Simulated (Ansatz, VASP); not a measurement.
**Si4Sn: VASP beside Ansatz**

```
CELL_PARAMETERS angstrom
-3.07319 3.07319 3.07319
3.07319 -3.07319 3.07319
3.07319 3.07319 -3.07319
ATOMIC_POSITIONS crystal
Si 0.50000 0.50000 0.50000
Si 0.50000 0.00000 0.00000
Si 0.00000 0.00000 0.50000
Si 0.00000 0.50000 0.00000
Sn 0.00000 0.00000 0.00000
```

Change from the starting cell: species swapped into the Hg4Pt type (Im-3m, No. 229).

Alike in both runs: functional PBE; k mesh 4 × 4 × 4; occupations gaussian, width 0.1 eV; no spin polarisation.

Ansatz relaxed the structure, and its values are those at the end. VASP's run is a single point on that final structure, the one shown.

|  | VASP | Ansatz |
| --- | --- | --- |
| version | VASP 6.6.1 | Ansatz 0.2.0 |
| potentials or method | VASP PAW PBE potentials, release 64 (Si, Sn_d) | scalar-relativistic, plane waves, PAW |
| plane-wave cutoff (eV) | 520 | 420 |
| valence electrons in the cell | 30 | 30 |

```csv
,VASP,Ansatz,Ansatz less VASP
gap on the k mesh at the Fermi level (eV),none,none,-
pressure (GPa),0.2,0.2,+0.04
```

A gap of «none» marks a metal or a gap that the smearing closes.

Caveats: the k mesh is coarse (spacing up to 0.36 Å⁻¹), so the values aren't converged.
